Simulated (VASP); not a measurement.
Given:

```
Mg2Ge
1.0
    0.00000     3.20588     3.20588
    3.20588     0.00000     3.20588
    3.20588     3.20588     0.00000
Mg Ge
2 1
Direct
  0.25000   0.25000   0.25000
  0.75000   0.75000   0.75000
  0.00000   0.00000   0.00000
```

The numbers are results of PBE GGA, VASP's PBE PAW potentials (set 64) (plane waves; VASP), not measurements. Run with 350 eV cut-off, Gaussian smearing of 0.050 eV, potentials Mg Ge_d.

### Question
Give the energies of bands 7 to 12 at the high-symmetry points, in eV from the valence-band maximum.

### Answer

| band | Γ | X | U | L | W |
|---|---|---|---|---|---|
| 7 | 0.00 | -4.50 | -4.07 | -4.81 | -3.65 |
| 8 | 0.00 | -2.00 | -3.48 | -0.73 | -3.65 |
| 9 | 0.00 | -2.00 | -1.67 | -0.73 | -2.68 |
| 10 | 0.97 | 0.15 | 0.70 | 0.94 | 2.77 |
| 11 | 2.79 | 0.51 | 3.09 | 2.74 | 3.68 |
| 12 | 2.79 | 7.82 | 5.97 | 2.74 | 3.73 |

The gap is indirect, 0.15 eV, from the valence maximum at Γ to the conduction minimum at X.

Measured: gap 0.74 eV (computed value off by -0.59 eV), as given by Byungki Ryu et al., Journal of the Korean Physical Society (2019), arXiv:1905.06140.

The compound is Mg2Ge in the antifluorite structure. It was relaxed first.
